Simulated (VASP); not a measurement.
VASP ran on this input.

File KPOINTS:
```
Regular mesh
0
Gamma
18 18 18
```

### INCAR
```
! general
SYSTEM    =  Pt
PREC      =  Accurate
ENCUT     =  520
LREAL     =  F
LASPH     =  T

! electronic loop
EDIFF     =  1E-7
NELM      =  100
ALGO      =  Normal
LMAXMIX   =  6

! smearing
ISMEAR    =  -5

! functional
GGA       =  BO
LUSE_VDW  =  T
AGGAC     =  0.0
PARAM1    =  0.1833333333
PARAM2    =  0.22

! ions
ISIF      =  2

! output
LWAVE     =  F
LCHARG    =  T
LORBIT    =  11
NEDOS     =  601
```

**POSCAR**
```
Pt
1
    0.0000000000     1.9892311990     1.9892311990
    1.9892311990     0.0000000000     1.9892311990
    1.9892311990     1.9892311990     0.0000000000
Pt
1
Direct
  0.0000000000   0.0000000000   0.0000000000
```

POTCAR, in this order: Pt (PBE.64 set). Program: vasp_std.

Task: Translate this optB88-vdW calculation to Quantum ESPRESSO's pw.x.

Result: One equivalent input (not run):
```
&CONTROL
  calculation = 'scf'
  pseudo_dir = './pseudo'
  outdir = './out'
  tprnfor = .true.
  tstress = .true.
/
&SYSTEM
  ibrav = 0
  nat = 1
  ntyp = 1
  ecutwfc = 84
  occupations = 'tetrahedra'
  input_dft = 'vdw-df-obk8'
/
&ELECTRONS
  conv_thr = 7.3e-09
  electron_maxstep = 100
/
ATOMIC_SPECIES
  Pt 195.084 Pt.upf
CELL_PARAMETERS angstrom
     0.0000000    1.9892312    1.9892312
     1.9892312    0.0000000    1.9892312
     1.9892312    1.9892312    0.0000000
ATOMIC_POSITIONS crystal
  Pt   0.0000000  0.0000000  0.0000000
K_POINTS automatic
  18 18 18 0 0 0
```
What does not carry over: the potentials are each code's own (VASP's PAW set, PseudoDojo norm-conserving files in pw.x), so ENCUT and ecutwfc are chosen apart and not converted; conv_thr bounds pw.x's estimated SCF error, while EDIFF bounds the energy change between steps.

The compound is Pt in the fcc structure. It was relaxed first.
